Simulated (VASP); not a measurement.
Consider the following.

```
CELL_PARAMETERS angstrom
      0.00000     3.02750     3.02750
      3.02750     0.00000     3.02750
     12.10370    12.10370     0.00628
ATOMIC_POSITIONS crystal
  Pb 0.00960 0.00960 0.99280
  Pb 0.00294 0.00294 0.24779
  Pb 0.99706 0.99706 0.50221
  Pb 0.99040 0.99040 0.75720
  Se 0.50596 0.50596 0.12053
  Se 0.50000 0.50000 0.37500
  Se 0.49404 0.49404 0.62947
  S  0.50000 0.50000 0.87500
```

Computed with PBEsol GGA, VASP's PBE PAW potentials (set 64) (plane waves; VASP 6.6.1). Settings: 400 eV cut-off, 7×7×2 Γ-centred mesh, tetrahedra with Blöchl corrections, potentials Pb_d Se S.

Unless said otherwise, spin-orbit coupling is left out, though it shifts the bands of the heavy elements here.

Question: Predict the energy per atom (σ→0), band gap (on the k-mesh) with the smallest direct gap where there is one.

Answer: 
The band gap (on the k-mesh) comes out as 0.18 eV and the smallest direct gap (on the k-mesh) comes out as 0.18 eV. The energy per atom (σ→0) comes out as -4.524 eV/atom.

The absolute energy has meaning only against runs of the same code, potentials and settings.

The structure was generated: Pb4SSe3 was put into an ordered model structure (R-3m), which need not be its known phase. It was relaxed first.
